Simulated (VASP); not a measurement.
Here is the system:

```yaml
crystal:
  lattice:
    - [0.00000, 2.20812, 2.20812]
    - [2.20812, 0.00000, 2.20812]
    - [2.20812, 2.20812, 0.00000]
  atoms:
    - { symbol: Hf, position: [0.00000, 0.00000, 0.00000] }
    - { symbol: N, position: [0.50000, 0.50000, 0.50000] }
```

Computed with PBE GGA with D4 dispersion, VASP's PBE PAW potentials (set 64) (plane waves; VASP 6.6.1). Numerical set-up: 520 eV cut-off, 14×14×14 Γ-centred mesh, first-order Methfessel-Paxton smearing of 0.10 eV, potentials Hf_pv N.

The job: HfN (rock salt), 2 atoms, PBE-D4, static run, 520 eV, 14×14×14 Γ-centred mesh. Roughly how much core time does it take on a busy server core?

About 10 core-seconds (one run on a shared machine, a rough figure). It had 104 irreducible k-points, 11 bands, up to 592 plane waves and 14 electronic steps.

The compound is HfN in the rock salt structure. This cell is one point of a volume scan, at 0.94 of the reference volume.
